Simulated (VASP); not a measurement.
Energy against volume of Pb (fcc). Computed with revTPSS meta-GGA, VASP's PBE PAW potentials (set 64) (plane waves; VASP 6.6.1). Run with 520 eV cut-off, 13×13×13 Γ-centred mesh, first-order Methfessel-Paxton smearing of 0.10 eV, potentials Pb_d.

| V (Å³/atom) | E (eV/atom) |
|---|---|
| 29.270 | 40.11561 |
| 30.175 | 40.11082 |
| 31.080 | 40.11408 |
| 31.985 | 40.12412 |

**Question.** Fit these four points and predict the energy of the run at 28.364 Å³/atom.

**Answer.** A cubic in V^(−2/3), the third-order Birch-Murnaghan form, passes through the four points with V0 = 30.24 Å³/atom and B0 = 47 GPa, and gives 40.1300 eV/atom there. The run gave 40.1298 eV/atom, -0.1 meV/atom from the fit; all five points give B0 = 47 GPa.

The compound is Pb in the fcc structure. It was relaxed first.
